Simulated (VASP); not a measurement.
Consider the following.

```
CELL_PARAMETERS angstrom
      1.20791    -2.09215     0.00000
      1.20791     2.09215     0.00000
      0.00000     0.00000     6.49335
ATOMIC_POSITIONS crystal
  C  0.00000 0.00000 0.25000
  C  0.00000 0.00000 0.75000
  C  0.33333 0.66667 0.25000
  C  0.66667 0.33333 0.75000
```

Calculation: rev-vdW-DF2, VASP's PBE PAW potentials (set 64) (plane waves; VASP). Run with 520 eV cut-off, 10×10×4 Γ-centred mesh, Gaussian smearing of 0.050 eV, potentials C.

Question: The ions and cell shape at fixed volume are relaxed. Give the cell that the relaxation ends in.

Answer: 
```
CELL_PARAMETERS angstrom
      1.22951    -2.12958     0.00000
      1.22951     2.12958     0.00000
      0.00000     0.00000     6.26715
ATOMIC_POSITIONS crystal
  C  0.00000 0.00000 0.25000
  C  0.00000 0.00000 0.75000
  C  0.33333 0.66667 0.25000
  C  0.66667 0.33333 0.75000
```
Space group P6_3/mmc (194), at a tolerance of 0.03 Å.

Question: How much energy does the relaxation gain?

Answer: The energy (σ→0) changes by -24.6 meV/atom, in 3 ionic steps.

The compound is C in the graphite structure. This cell is one point of a volume scan, at 0.94 of the reference volume. Symmetry was kept, so distortions that lower it aren't found.
